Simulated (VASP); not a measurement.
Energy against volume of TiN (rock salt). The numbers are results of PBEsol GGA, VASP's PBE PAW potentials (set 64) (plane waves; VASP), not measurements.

| V (Å³/atom) | E (eV/atom) |
|---|---|
| 8.745 | -10.35521 |
| 9.024 | -10.38196 |
| 9.303 | -10.39040 |
| 9.582 | -10.38320 |
| 9.861 | -10.36262 |

### Question
Fit a third-order Birch-Murnaghan equation of state.

### Answer

| Item | Result |
|---|---|
| volume per atom | 9.31 Å^3/atom |
| bulk modulus | 298 GPa |
| pressure derivative of the bulk modulus | 4.23 |
| lattice constant a | 4.207 Å |

Measured: bulk modulus 288 GPa (computed value off by +3.5 %), as given by V. Krasnenko et al., Solid State Sciences (2013), arXiv:1306.3139; a 4.239 Å (computed value off by -0.8 %), as given by Guo-Xu Zhang et al., New Journal of Physics (2018), doi:10.1088/1367-2630/aac7f0. The calculation is for a static lattice, while the measured bulk modulus, a hold thermal and zero-point effects, which are part of the difference.

The compound is TiN in the rock salt structure. It was relaxed first.
